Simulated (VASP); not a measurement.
Wanted: the native input for a VASP 6.6.1 run.

```yaml
Task: single point
Functional: PBE
Potentials_or_basis: VASP PAW PBE potentials, release 64 (Fe, O)
Cutoff: 520 eV
k_mesh: 9 × 9 × 9
Occupations: gaussian, width 0.1 eV
Spin: collinear spin, typed start
Starting_moments: "[4.0, 0.0] μB"
Dipole_correction: no
Further_INCAR_settings: ALGO = Normal; EDIFF = 1e-06; NBANDS = 18
```

The structure of FeO (Wuestite) lies in POSCAR:

```
FeO
1.0
    1.5188209023      0.8768916568      2.5195772846
   -1.5188209023      0.8768916568      2.5195772846
    0.0000000000     -1.7537833135      2.5195772846
Fe O
1 1
Direct
    0.0000000000      0.0000000000      0.0000000000
    0.5000000000      0.5000000000      0.5000000000
```

These files were run (other wordings do the same):

INCAR

```
PREC = Accurate
ENCUT = 520
EDIFF = 1E-6
ISMEAR = 0
SIGMA = 0.1
LREAL = F
LASPH = T
NELM = 150
ALGO = Normal
ISIF = 2
LWAVE = F
LCHARG = T
ISPIN = 2
MAGMOM = 4 0
LORBIT = 11
LMAXMIX = 4
GGA = PE
LELF = T
LVHAR = T
NBANDS = 18
```

KPOINTS

```
Automatic mesh
0
Gamma
  9 9 9
```

Potentials or basis: VASP PAW PBE potentials, release 64 (Fe, O).

Command:

```console
$ cat potpaw_PBE.64/Fe/POTCAR potpaw_PBE.64/O/POTCAR > POTCAR
$ mpirun -np 1 vasp_std > vasp.out
```

It gave:

```json
{"Pressure": "-1.2 GPa", "Band gap on the k mesh": "none (metal or under the smearing width)", "Net moment": "4.00 μB per cell", "Site moments": "Fe +3.62; O +0.30 μB", "Valence electrons inside the program's atomic spheres": "Fe 6.72; O 4.99"}
```

Caveat: a cell with one magnetic atom can't hold antiferromagnetic order, which such compounds often take; semilocal functionals often make such compounds metallic where correlation or magnetic order opens a gap, which also shifts bond lengths.

It took 44 s on 1 thread of AMD EPYC 9R45 96-Core Processor (Zen 5), with other jobs on the host, peak memory 0.15 GiB.
